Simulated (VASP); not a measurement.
Input:

```
AlCo
1.0
    2.84983     0.00000     0.00000
    0.00000     2.84983     0.00000
    0.00000     0.00000     2.84983
Al Co
1 1
Direct
  0.50000   0.50000   0.50000
  0.00000   0.00000   0.00000
```

The numbers are results of PBE GGA with spin-orbit coupling, VASP's PBE PAW potentials (set 64) (plane waves; VASP), not measurements. Numerical set-up: 400 eV cut-off, 12×12×12 Γ-centred mesh, Gaussian smearing of 0.050 eV, potentials Al Co.

Give the energies of bands 3 to 16 at the high-symmetry points, in eV from the Fermi level.

```
band      Γ      X      M      R
----  -----  -----  -----  -----
3     -2.99  -6.65  -3.08  -3.98
4     -2.99  -6.65  -3.08  -3.98
5     -2.99  -2.40  -2.73  -3.93
6     -2.99  -2.40  -2.73  -3.93
7     -0.90  -1.78  -2.68  -0.23
8     -0.90  -1.78  -2.68  -0.23
9     -0.90  -1.71  -1.56  -0.23
10    -0.90  -1.71  -1.56  -0.23
11    -0.79  -0.75  -1.50   2.26
12    -0.79  -0.75  -1.50   2.26
13     5.85   0.16  -0.26   2.41
14     5.85   0.16  -0.26   2.41
15     5.98   8.38   2.40   2.41
16     5.98   8.38   2.40   2.41
```

It has no gap at this level: it comes out as a metal or semimetal.

The compound is CoAl in the CsCl type structure. It was relaxed first.
